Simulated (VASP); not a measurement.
Calculation: r2SCAN meta-GGA, VASP's PBE PAW potentials (set 64) (plane waves; VASP).

Input for VASP

**KPOINTS**
```
Automatic mesh
0
Gamma
11 11 10
0 0 0
```

### INCAR
```
SYSTEM = TaAs
PREC = Accurate
ENCUT = 400
EDIFF = 1E-6
NELM = 100
ALGO = Normal
LREAL = .FALSE.
LASPH = .TRUE.
ISMEAR = 1
SIGMA = 0.1
METAGGA = R2SCAN
LMIXTAU = .TRUE.
LMAXMIX = 6
LWAVE = .FALSE.
LCHARG = .FALSE.
IBRION = 2
ISIF = 3
NSW = 60
EDIFFG = -0.01
```

### POSCAR
```
TaAs
1
    3.4171761024    -0.0000000196     0.0000000000
   -1.7085875855     2.9593616395    -0.0000000000
   -0.0000000000     0.0000000000     3.4441837236
Ta As
1 1
Direct
  0.0000000000   0.0000000000   0.0000000000
  0.6666670000   0.3333330000   0.5000000000
```

POTCAR, in this order: Ta_pv As (PBE.64 set). Program: vasp_std.

The resulting files:

### OSZICAR
```
       N       E                     dE             d eps       ncg     rms          rms(c)
DAV:   1     0.262561899673E+02    0.26256E+02   -0.76388E+03  2304   0.107E+03
DAV:   2    -0.662856021173E+02   -0.92542E+02   -0.88630E+02  2764   0.267E+02
DAV:   3    -0.688646687604E+02   -0.25791E+01   -0.25232E+01  2928   0.419E+01
DAV:   4    -0.688978230330E+02   -0.33154E-01   -0.33101E-01  2576   0.461E+00
DAV:   5    -0.688982754783E+02   -0.45245E-03   -0.45236E-03  2888   0.473E-01    0.157E+01
DAV:   6    -0.644826077455E+02    0.44157E+01   -0.29586E+00  2660   0.190E+01    0.601E+00
DAV:   7    -0.644077406136E+02    0.74867E-01   -0.25763E-01  2748   0.452E+00    0.239E+00
DAV:   8    -0.644829737070E+02   -0.75233E-01   -0.26363E-01  2432   0.531E+00    0.466E-01
DAV:   9    -0.645369870917E+02   -0.54013E-01   -0.91633E-02  2380   0.312E+00    0.265E-01
DAV:  10    -0.645415876265E+02   -0.46005E-02   -0.36548E-03  2676   0.572E-01    0.218E-01
DAV:  11    -0.645404408547E+02    0.11468E-02   -0.56264E-03  2456   0.702E-01    0.118E-01
DAV:  12    -0.645416089992E+02   -0.11681E-02   -0.28057E-03  2356   0.476E-01    0.714E-02
DAV:  13    -0.645422614717E+02   -0.65247E-03   -0.46218E-04  2508   0.217E-01    0.342E-02
DAV:  14    -0.645423212253E+02   -0.59754E-04   -0.15112E-04  2604   0.118E-01    0.122E-02
DAV:  15    -0.645423252179E+02   -0.39926E-05   -0.92235E-06  2536   0.297E-02    0.272E-03
DAV:  16    -0.645423306322E+02   -0.54143E-05   -0.24894E-06  2372   0.168E-02    0.129E-03
DAV:  17    -0.645423298190E+02    0.81326E-06   -0.93454E-08  1188   0.292E-03
   1 F= -.64542330E+02 E0= -.64542293E+02  d E =-.645423E+02
       N       E                     dE             d eps       ncg     rms          rms(c)
DAV:   1    -0.645426653866E+02   -0.33475E-03   -0.15939E-02  2328   0.119E+00    0.928E-02
DAV:   2    -0.645424287939E+02    0.23659E-03   -0.32357E-04  2660   0.180E-01    0.445E-02
DAV:   3    -0.645424090266E+02    0.19767E-04   -0.15759E-04  2688   0.114E-01    0.177E-02
DAV:   4    -0.645424034123E+02    0.56143E-05   -0.29748E-05  2668   0.563E-02    0.978E-03
DAV:   5    -0.645424155901E+02   -0.12178E-04   -0.18645E-05  2496   0.458E-02    0.704E-03
DAV:   6    -0.645424182698E+02   -0.26797E-05   -0.38150E-06  2392   0.202E-02    0.197E-03
DAV:   7    -0.645424194846E+02   -0.12148E-05   -0.40204E-07  1160   0.674E-03    0.550E-04
DAV:   8    -0.645424188325E+02    0.65210E-06   -0.86990E-08  1152   0.317E-03
   2 F= -.64542419E+02 E0= -.64542355E+02  d E =-.890136E-04
```

File OUTCAR:
```
------------------------ aborting loop because EDIFF is reached ----------------------------------------
  FORCE on cell =-STRESS in cart. coord.  units (eV):
  Direction    XX          YY          ZZ          XY          YZ          ZX
  --------------------------------------------------------------------------------------
  Total        0.0041856      0.0041856      0.0196381      0.0000000     -0.0000000     -0.0000000
  in kB        0.1927086      0.1927087      0.9041515      0.0000000     -0.0000000     -0.0000000
  external PRESSURE =       0.4298563 kB  Pullay stress =       0.0000000 kB
  volume of cell :       34.80
      direct lattice vectors                 reciprocal lattice vectors
     3.413494587 -0.000000020  0.000000000     0.292954911  0.169137532 -0.000000000
    -1.706746829  2.956173353 -0.000000000     0.000000002  0.338275156 -0.000000000
     0.000000000  0.000000000  3.448579411    -0.000000000  0.000000000  0.289974474
 POSITION                                       TOTAL-FORCE (eV/Angst)
 -----------------------------------------------------------------------------------
      3.41349     -0.00000      0.00000         0.000000     -0.000000      0.000000
      1.70675      0.98539      1.72429        -0.000000      0.000000     -0.000000
 -----------------------------------------------------------------------------------
    total drift:                               -0.000248      0.000143     -0.000000
  FREE ENERGIE OF THE ION-ELECTRON SYSTEM (eV)
  ---------------------------------------------------
  free  energy   TOTEN  =       -64.5424188325 eV

  energy  without entropy=      -64.5422283980  energy(sigma->0) =      -64.54235535

 reached required accuracy - stopping structural energy minimisation
```
(Selected blocks of OUTCAR.)

### CONTCAR
```
TaAs
   1.00000000000000
     3.4134945866721371   -0.0000000201371095    0.0000000000000000
    -1.7067468286212308    2.9561733526030527   -0.0000000000000000
     0.0000000000000000    0.0000000000000000    3.4485794111308437
  Ta              As
     1     1
Direct
     1.0000000000000000    0.0000000000000000    0.0000000000000000
     0.6666669999999968    0.3333330000000032    0.5000000000000000
```

The structure was generated: TaAs was put into the WC type (P-6m2), which need not be its known phase. This run relaxes it. Symmetry was kept, so distortions that lower it aren't found. The start is the result of an earlier pass.
